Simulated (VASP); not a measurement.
Here is the system:

```
ZrSi
1.0
    1.85631    -4.90840     0.00000
    1.85631     4.90840     0.00000
    0.00000     0.00000     3.71619
Zr Si
2 2
Direct
  0.64494   0.35506   0.25000
  0.35506   0.64494   0.75000
  0.92128   0.07872   0.25000
  0.07872   0.92128   0.75000
```

The numbers are results of LDA (Ceperley-Alder, Perdew-Zunger), VASP's LDA PAW potentials (set 64) (plane waves; VASP), not measurements. Numerical set-up: 400 eV cut-off, 10×10×9 Γ-centred mesh, tetrahedra with Blöchl corrections, potentials Zr_sv Si.

**Question.** The job: ZrSi (space group Cmcm), 4 atoms, LDA, static run, 400 eV, 10×10×9 Γ-centred mesh. Roughly how much core time does it take on a busy server core?

**Answer.** About 2 core-minutes (one run on a shared machine, a rough figure). It had 155 irreducible k-points, 20 bands, up to 1249 plane waves and 16 electronic steps.

The structure comes from a computed database's ZrSi entry (Cmcm); how it stands against other phases isn't given here. It was relaxed first.
